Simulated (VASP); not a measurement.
Sn11GeO24 (a cell with a defect) (Cassiterite), 36 atoms in the cell. The cell holds a defect, 36 atoms: a = 6.701 Å, b = 6.701 Å, c = 9.559 Å, α = 90.00°, β = 90.00°, γ = 90.00°. 

| Item | Value |
| --- | --- |
| Program | VASP 6.6.1 |
| Task | electric field gradients |
| Functional | r2SCAN |
| Potentials or basis | VASP PAW PBE potentials, release 64 (Ge_d, Sn_d, O) |
| Cutoff | 520 eV |
| k mesh | 3 × 3 × 2 |
| Occupations | fermi-dirac, width 0.01 eV |
| Spin | no spin polarisation |
| Dipole correction | no |
| Further INCAR settings | LREAL = Auto; ALGO = Normal; EDIFF = 1e-08; NBANDS = 180 |

Potentials or basis: VASP PAW PBE potentials, release 64 (Ge_d, Sn_d, O).

Launch:

```bash
$ cat potpaw_PBE.64/Ge_d/POTCAR potpaw_PBE.64/Sn_d/POTCAR potpaw_PBE.64/O/POTCAR > POTCAR
$ cp INCAR.step1 INCAR
$ mpirun -np 1 vasp_std > vasp.out
$ cp INCAR.step2 INCAR
$ mpirun -np 1 vasp_std > vasp.out
```

Hardware: 1 thread of AMD EPYC 9R45 (Zen 5), on a shared host.

Q: How long does it take, and how much memory?

A: It took 62 min on 1 thread of AMD EPYC 9R45 (Zen 5) (shared host), peak memory 0.67 GiB. Counts: scf iterations 18, k points 8.
